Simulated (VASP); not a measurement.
# F2AlSeH: relaxation of the atoms with RPBE

F2AlSeH, in a box:

```
F Al Se H
1.0
    12.00000    0.00000    0.00000
     0.00000   12.00000    0.00000
     0.00000    0.00000   13.00000
F Al Se H
2 1 1 1
Cartesian
  6.8696 5.7165 8.3479
  7.2788 4.8807 5.6818
  6.4564 5.7915 6.7662
  4.7471 7.1613 6.1146
  4.9460 6.7398 4.7201
```

```
Program                : VASP 6.6.1
Task                   : relaxation of the atoms
Functional             : RPBE
Potentials or basis    : VASP PAW PBE potentials, release 64 (F, Al, Se, H)
Cutoff                 : 520 eV
k mesh                 : 1 × 1 × 1
Occupations            : gaussian, width 0.01 eV
Spin                   : no spin polarisation
Further INCAR settings : ALGO = Fast; EDIFF = 1e-06; IBRION = 2; EDIFFG = -0.01; NSW = 40
```

```yaml
Energy_gained_by_relaxing: 6.2 meV/atom
Ionic_steps: 28
Largest_force_after_relaxing: 0.005 eV/Å
Gap_between_the_frontier_levels: 4.43 eV
```

Forces on the atoms (eV/Å):
```
F   -0.001  0.002  0.004
F   -0.001 -0.001 -0.004
Al   0.004 -0.002  0.001
Se   0.000  0.000 -0.002
H   -0.001  0.001  0.001
```

Step by step:
```
step  energy change (eV)  largest force (eV/Å)  pressure (GPa)
   1              0.0000                0.8652            0.11
   2             -0.0054                1.0852           -0.06
   3             -0.0255                0.3705            0.02
   4             -0.0307                0.0879           -0.01
   5             -0.0308                0.0738           -0.01
   6             -0.0309                0.0544           -0.01
   7             -0.0310                0.0215           -0.01
   8             -0.0310                0.0233           -0.01
   9             -0.0310                0.0234           -0.01
  10             -0.0310                0.0214           -0.01
  11             -0.0310                0.0170           -0.01
  12             -0.0311                0.0127           -0.01
  13             -0.0311                0.0247           -0.01
  14             -0.0311                0.0127           -0.01
  15             -0.0311                0.0168           -0.01
  16             -0.0311                0.0149           -0.01
  17             -0.0311                0.0107           -0.01
  18             -0.0312                0.0205           -0.01
  19             -0.0312                0.0155           -0.01
  20             -0.0312                0.0144           -0.01
  21             -0.0311                0.0471           -0.01
  22             -0.0312                0.0208           -0.01
  23             -0.0312                0.0172           -0.01
  24             -0.0312                0.0113           -0.01
  25             -0.0312                0.0181           -0.01
  26             -0.0312                0.0140           -0.01
  27             -0.0312                0.0119           -0.01
  28             -0.0312                0.0047           -0.01
```

Final structure:
```
CELL_PARAMETERS angstrom
12.00000 0.00000 0.00000
0.00000 12.00000 0.00000
0.00000 0.00000 13.00000
ATOMIC_POSITIONS crystal
F 0.57290 0.47636 0.64420
F 0.60851 0.40484 0.43617
Al 0.53821 0.48243 0.52030
Se 0.39403 0.59819 0.47035
H 0.41120 0.56233 0.36211
```

Levels at points of the mesh, in eV from the valence-band top:
```tsv
k point	band 10	band 11	band 12	band 13	band 14	band 15
(0.00, 0.00, 0.00)	-2.71	-1.58	0.00	4.43	5.32	5.45
```

Wall time 11 min on 1 thread of AMD EPYC 9R45 96-Core Processor (Zen 5) (shared host), peak memory 1.5 GiB.

Caveat: the PAW data sets were made with another functional, which shifts forces and pressure a little.
